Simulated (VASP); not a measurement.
# Re (Rhenium): structure and properties in VASP, part 2 of 2

Wanted: the relaxed cell of Re (Rhenium) and its properties. Left out of this account: 1 further run (vcrelax: its dispersion library returned no energy). The start is a cell from a database of measured crystal structures.

VASP 6.6.1, plane waves and PAW; the level of theory is named at each step.

Still holding for the runs below: The k-mesh is coarse for a metal.

So far. Step 13 (Volume scan with PBEsol, volume scale 1.06): The pressure falls from -14.37 to -20.43 GPa. The parabola predicted -20.26 GPa, +0.17 GPa off. The relaxed cell has a = 2.750, c = 4.443 Å (conventional setting).

## 15. Fit for PBEsol

This step: Birch-Murnaghan fit, PBEsol; plane waves and PAW (VASP 6.6.1).

No new run; the numbers come from the runs before.

This step gave:

- pressure derivative of the bulk modulus: 4.473
- r.m.s. error of the fit: 2.91e-6 eV/atom
- minimum inside the sampled range: yes
- bulk modulus: 398.2 GPa
- equilibrium volume of the fit: 14.55 Å³/atom

The energy above the fitted minimum by volume:

```
volume (Å³/atom)  energy above the fitted minimum (eV/atom)
          13.681                                     0.0727
          13.972                                     0.0311
          14.264                                    0.00744
          14.555                                    -4.2e-7
          14.846                                    0.00703
          15.137                                     0.0270
          15.428                                     0.0587
```

The fitted volume lies -0.01 % from the relaxed one.

## 16. Core-level energies (PBEsol)

This step: PBEsol; plane waves and PAW (Re) (VASP 6.6.1).

ICORELEVEL = 1 prints the core eigenvalues in the potential of the ground state.

The input, INCAR:

```
SYSTEM = Re
PREC = Accurate
ENCUT = 400
EDIFF = 1E-06
NELM = 100
ISMEAR = 1
SIGMA = 0.2
LREAL = .FALSE.
ALGO = Normal
GGA = PS
NBANDS = 13
LASPH = .TRUE.
LORBIT = 11
LWAVE = .FALSE.
LCHARG = .FALSE.
KPAR = 2
ICORELEVEL = 1
```

The input, POSCAR:

```
Re
1.0
    2.7503563991      0.0000000000      0.0000000000
   -1.3751781995      2.3818785111      0.0000000000
    0.0000000000      0.0000000000      4.4434557849
Re
2
Direct
    0.3333333333      0.6666666667      0.2500000000
    0.6666666667      0.3333333333      0.7500000000
```

The input, KPOINTS:

```
Automatic mesh
0
Gamma
11 11 6
0 0 0
```

PAW data sets: Re (PBE family, release 64).

The run is started by

```
$ mpirun -np 2 vasp_std
```

Run time: 7.6 s. Hardware: 2 MPI ranks of Intel Xeon 6975P-C (Granite Rapids), shared host; peak memory 0.25 GiB; 14 s of CPU time.

These are scalar-relativistic Kohn-Sham levels of the ground state, with no core hole, so they are not binding energies.

This step gave:

```yaml
scf_cycles: 11
free_energy_toten: -26.73 eV
energy_at_zero_smearing: -26.73 eV
fermi_energy: 7.858 eV
pressure: -0.05188 GPa
```

Kohn-Sham core levels. Core levels, by row:

```
atom  shell  level below the Fermi level (eV)
 Re1     1s                             71630
 Re1     2s                             12413
 Re1     2p                             10830
 Re1     3s                              2870
 Re1     3p                              2403
 Re1     3d                              1875
 Re1     4s                             594.7
 Re1     4p                             441.6
 Re1     4d                             249.8
 Re1     4f                             36.94
 Re1     5s                             79.71
 Re1     5p                             41.55
 Re2     1s                             71630
 Re2     2s                             12413
 Re2     2p                             10830
 Re2     3s                              2870
 Re2     3p                              2403
 Re2     3d                              1875
 Re2     4s                             594.7
 Re2     4p                             441.6
 Re2     4d                             249.8
 Re2     4f                             36.94
 Re2     5s                             79.71
 Re2     5p                             41.55
```

Atoms of one element give levels within 0.1 eV of each other.

## 17. Band structure (PBEsol + SOC)

This step: PBEsol, spin-orbit coupling; plane waves and PAW (Re) (VASP 6.6.1).

Levels along the symmetry lines show where the bands peak and cross; KPOINTS_OPT computes them in the converged potential. Spin-orbit coupling needs spinors and the noncollinear program, where each band holds one electron.

Edit INCAR of step 16 so:

```diff
@@ -10,4 +10,9 @@
 GGA = PS
-NBANDS = 13
+LNONCOLLINEAR = .TRUE.
+MAGMOM = 0 0 0 0 0 0
+NBANDS = 26
+GGA_COMPAT = .FALSE.
 LASPH = .TRUE.
+LSORBIT = .TRUE.
+LMAXMIX = 4
 LORBIT = 11
@@ -16,2 +21 @@
 KPAR = 2
-ICORELEVEL = 1
```

POSCAR is that of step 16.

The input, KPOINTS:

```
Automatic mesh
0
Gamma
9 9 5
0 0 0
```

The input, KPOINTS_OPT:

```
Line mode
16
Line-mode
Reciprocal
  0.00000000   0.00000000   0.00000000 GAMMA
  0.50000000   0.00000000   0.00000000 M

  0.50000000   0.00000000   0.00000000 M
  0.33333333   0.33333333   0.00000000 K

  0.33333333   0.33333333   0.00000000 K
  0.00000000   0.00000000   0.00000000 GAMMA

  0.00000000   0.00000000   0.00000000 GAMMA
  0.00000000   0.00000000   0.50000000 A

  0.00000000   0.00000000   0.50000000 A
  0.50000000   0.00000000   0.50000000 L

  0.50000000   0.00000000   0.50000000 L
  0.33333333   0.33333333   0.50000000 H

  0.33333333   0.33333333   0.50000000 H
  0.00000000   0.00000000   0.50000000 A

  0.50000000   0.00000000   0.50000000 L
  0.50000000   0.00000000   0.00000000 M

  0.33333333   0.33333333   0.00000000 K
  0.33333333   0.33333333   0.50000000 H
```

The run is started by

```
$ mpirun -np 2 vasp_ncl
```

Wall time 60 s (2 MPI ranks); peak memory 0.39 GiB; 2 min of CPU time.

Numbers from this step:

```yaml
scf_cycles: 13
bands: 26
irreducible_k_points: 36
free_energy_toten: -27.40 eV
energy_at_zero_smearing: -27.40 eV
fermi_energy: 7.817 eV
pressure: 0.6883 GPa
```

On-site spin-orbit energy by atom:

```
atom  on-site spin-orbit energy (eV)
 Re1                          -0.677
 Re2                          -0.677
```

Electronic bands along the path, in eV, zero at the Fermi level; # counts the bands kept:

```
          point     #9    #10    #13    #14    #15    #16   #17   #18
              Γ  -1.23  -1.23  -0.37  -0.37   0.15   0.15  0.53  0.53
0.53 of the way  -1.92  -1.92  -0.70  -0.70   0.83   0.83  1.10  1.10
              M  -1.77  -1.77  -0.52  -0.52   4.10   4.10  4.29  4.29
0.53 of the way  -2.32  -2.32  -0.32  -0.32   3.19   3.19  3.83  3.83
              K  -2.31  -2.31   0.04   0.04   2.93   2.93  3.34  3.34
0.47 of the way  -2.15  -2.15  -0.53  -0.53   0.66   0.66  2.06  2.06
              Γ  -1.23  -1.23  -0.37  -0.37   0.15   0.15  0.53  0.53
0.47 of the way  -1.47  -1.47  -1.00  -1.00  -0.67  -0.67  0.98  0.98
              A  -2.00  -2.00  -1.42  -1.42  -1.42  -1.42  2.56  2.56
0.53 of the way  -1.81  -1.81  -0.02  -0.02  -0.02  -0.02  2.63  2.63
              L   0.30   0.30   1.01   1.01   1.01   1.01  4.33  4.33
0.53 of the way  -1.75  -1.75   0.56   0.56   0.95   0.95  3.77  3.77
              H  -2.23  -2.23  -0.14  -0.14   0.38   0.38  3.41  3.41
0.47 of the way  -2.53  -2.53  -0.12  -0.12   0.08   0.08  3.23  3.23
              A  -2.00  -2.00  -1.42  -1.42  -1.42  -1.42  2.56  2.56
      jump to L   0.30   0.30   1.01   1.01   1.01   1.01  4.33  4.33
0.47 of the way  -1.38  -1.38   1.19   1.19   2.66   2.66  4.21  4.21
              M  -1.77  -1.77  -0.52  -0.52   4.10   4.10  4.29  4.29
      jump to K  -2.31  -2.31   0.04   0.04   2.93   2.93  3.34  3.34
0.47 of the way  -2.29  -2.29  -0.11  -0.11   2.06   2.06  3.32  3.32
              H  -2.23  -2.23  -0.14  -0.14   0.38   0.38  3.41  3.41
```

At these settings, which differ from those of the relaxation, the cell is under a pressure of 0.7 GPa.

## 18. Bands along the symmetry lines (PBEsol), changed input

This step: PBEsol; plane waves and PAW (Re) (VASP 6.6.1).

Levels along the symmetry lines show where the bands peak and cross; KPOINTS_OPT computes them in the converged potential. Some settings are moved from the usual, to see what they do.

The input, INCAR:

```
SYSTEM = Re
PREC = Accurate
ENCUT = 400
EDIFF = 1E-06
NELM = 100
ISMEAR = -5
SIGMA = 0.5
LREAL = .FALSE.
ALGO = Normal
GGA = PS
NBANDS = 19
LASPH = .TRUE.
LORBIT = 11
LWAVE = .FALSE.
LCHARG = .FALSE.
KPAR = 2
```

POSCAR is that of step 17.

The input, KPOINTS:

```
Automatic mesh
0
Gamma
11 11 6
0 0 0
```

KPOINTS_OPT is that of step 17.

The run is started by

```
$ mpirun -np 2 vasp_std
```

Wall time 15 s (2 MPI ranks); peak memory 0.3 GiB; 29 s of CPU time.

With tetrahedra SIGMA is not used.

Numbers from this step:

```
SCF cycles           : 12
bands                : 19
irreducible k-points : 64
free energy (TOTEN)  : -26.73 eV
Fermi energy         : 7.829 eV
pressure             : 0.1661 GPa
```

Electronic bands along the path, in eV, zero at the Fermi level; # counts the bands kept:

```
          point     #4     #5     #6     #7     #8    #9   #10   #11
              Γ  -1.60  -1.60  -0.74  -0.74   0.21  0.21  0.66  3.44
0.53 of the way  -2.99  -1.79  -1.18  -0.72   0.88  0.94  1.61  4.22
              M  -1.95  -1.72  -1.37  -0.59   4.06  4.47  4.61  6.19
0.53 of the way  -2.56  -2.24  -1.62  -0.38   3.20  3.85  3.90  6.67
              K  -3.39  -2.14  -2.14  -0.01   3.11  3.11  3.58  6.68
0.47 of the way  -3.92  -2.00  -1.71  -0.48   0.54  2.02  2.99  3.97
              Γ  -1.60  -1.60  -0.74  -0.74   0.21  0.21  0.66  3.44
0.47 of the way  -1.81  -1.81  -1.11  -1.11  -0.84  1.01  1.01  3.43
              A  -2.40  -1.72  -1.72  -1.72  -1.72  2.61  2.61  2.61
0.53 of the way  -3.62  -1.74  -1.74  -0.07  -0.07  2.61  2.61  3.40
              L  -4.14   0.42   0.42   0.97   0.97  4.38  4.38  4.88
0.53 of the way  -3.62  -1.68  -1.68   0.74   0.74  3.76  3.76  7.38
              H  -3.77  -2.15  -2.15   0.09   0.09  3.44  3.44  9.69
0.47 of the way  -3.39  -2.47  -2.47  -0.06  -0.06  3.33  3.33  3.84
              A  -2.40  -1.72  -1.72  -1.72  -1.72  2.61  2.61  2.61
      jump to L  -4.14   0.42   0.42   0.97   0.97  4.38  4.38  4.88
0.47 of the way  -3.99  -1.25  -0.63   1.28   2.68  4.23  4.53  4.89
              M  -1.95  -1.72  -1.37  -0.59   4.06  4.47  4.61  6.19
      jump to K  -3.39  -2.14  -2.14  -0.01   3.11  3.11  3.58  6.68
0.47 of the way  -3.38  -2.17  -2.17  -0.14   2.02  3.34  3.34  7.41
              H  -3.77  -2.15  -2.15   0.09   0.09  3.44  3.44  9.69
```

Against the sound run “Bands along the symmetry lines (PBEsol)”, the energy at zero smearing moves by -1.0 meV an atom, the pressure by +0.22 GPa and the Fermi level by -0.03 eV.

## 19. Results

```
relaxed volume                            : 14.55 Å³/atom
relaxed conventional cell a, b, c         : 2.750, 2.750, 4.443 Å; angles 90.0, 90.0, 120.0°
space group after relaxing, within 0.02 Å : P6_3/mmc (No. 194)
band gap                                  : none, a metal
DOS at the Fermi level                    : 1.29 states/eV/cell
bulk modulus from the fit                 : 398 GPa
volume from the fit                       : 14.6 Å³/atom
shallowest level of the frozen cores      : Re1 4f, 36.9 eV deep
band gap (PBEsol + SOC)                   : none, a metal
```

In words: With PBEsol, Re (Rhenium) relaxes to 14.55 Å³/atom in space group P6_3/mmc (held by the symmetry of the run), comes out as a metal and has a bulk modulus of 398 GPa. Against the listed cell the volume lies -1.1 % (a -0.4 %, c -0.3 %). Bands along the symmetry lines (PBEsol): Of the bands kept, 6 cross the Fermi level on this path. Band structure (PBEsol + SOC): Of the bands kept, 10 cross the Fermi level on this path (spinor bands, one electron each). Bands along the symmetry lines (PBEsol), changed input: Of the bands kept, 6 cross the Fermi level on this path. The k-sampling is coarse for a metal, so the Fermi level, pressures and the shape of the cell carry errors. No search among competing phases was made. All values are for a static lattice at zero temperature.

[Lines on the potential files, build, host, timing and source positions are cut from VASP's logs without a mark.]

[Logs are printed without paths, hosts, clocks, repeated set-up lines and the standing remarks that a program may print on its own settings, such as how far it seeks lower states.]

[Hosts, paths, dates, database ids (printed as entryN), source tags and the programs' standing remarks are cut or masked in the printed files.]

[A measured line is paired with the nearest computed mode of its activity, which favours agreement.]
